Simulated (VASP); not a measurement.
Given:

```
CELL_PARAMETERS angstrom
      4.07903     0.00000     0.00000
      0.00000     4.07903     0.00000
      0.00000     0.00000     4.07903
ATOMIC_POSITIONS crystal
  K  0.00000 0.00000 0.00000
  Ta 0.50000 0.50000 0.50000
  O  0.50000 0.00000 0.50000
  O  0.00000 0.50000 0.50000
  O  0.50000 0.50000 0.00000
```

Method: vdW-DF2, VASP's PBE PAW potentials (set 64) (plane waves; VASP 6.6.1). Numerical set-up: 520 eV cut-off, Gaussian smearing of 0.050 eV, potentials K_sv Ta_pv O.

Unless said otherwise, spin-orbit coupling is left out, though it shifts the bands of the heavy elements here.

**Question.** What does the run give for the band gap (along the path) with the smallest direct gap where there is one?

**Answer.** 
band gap (along the path): 2.12 eV
smallest direct gap (along the path): 2.75 eV

The compound is KTaO3 in the cubic perovskite structure. It was relaxed first, which changed the volume by +7 %.
